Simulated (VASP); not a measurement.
KNi:

```
K Ni
1.0
     0.00000    3.11793    3.11793
     3.11793    0.00000    3.11793
     3.11793    3.11793    0.00000
K Ni
1 1
Cartesian
  4.6769 4.6769 4.6769
  0.0000 0.0000 0.0000
```

The cell was built by a generator and needn't be a form met in nature.

* Program: VASP 6.6.1
* Task: relaxation of cell and atoms
* Functional: PBE
* Potentials or basis: VASP PAW PBE potentials, release 64 (K_pv, Ni)
* Cutoff: 600 eV
* k mesh: 5 × 5 × 5
* Occupations: fermi-dirac, width 0.05 eV
* Spin: collinear spin, ferromagnetic start
* Starting moments: [0.0, 1.0] μB

At the start: pressure 6.6 GPa; volume 30.31 Å³/atom.

**Question.** Where does the relaxation end?

**Answer.** Over 8 steps the energy falls by 297.7 meV/atom and the volume is 55.99 Å³/atom (+84.7 %); space group F-43m (No. 216, to 0.05 Å); moment 0.00 μB per cell.

The path:
```tsv
step	energy change (eV)	largest force (eV/Å)	pressure (GPa)	volume (Å³)
1	0.0000	0.0000	6.62	60.62
2	-0.3942	0.0000	4.29	72.29
3	-0.8684	0.0000	-0.04	116.07
4	-0.8691	0.0000	-0.05	114.72
5	-0.5304	0.0000	1.06	91.88
6	-0.5949	0.0000	-0.06	113.34
7	-0.5830	0.0000	0.48	102.24
8	-0.5954	0.0000	-0.03	111.97
```

Final structure:
```
CELL_PARAMETERS angstrom
0.00000 3.82557 3.82557
3.82557 0.00000 3.82557
3.82557 3.82557 0.00000
ATOMIC_POSITIONS crystal
K 0.75000 0.75000 0.75000
Ni 0.00000 0.00000 0.00000
```

Caveat: the volume moved by over 15 % at a fixed basis, so the end points are rough.
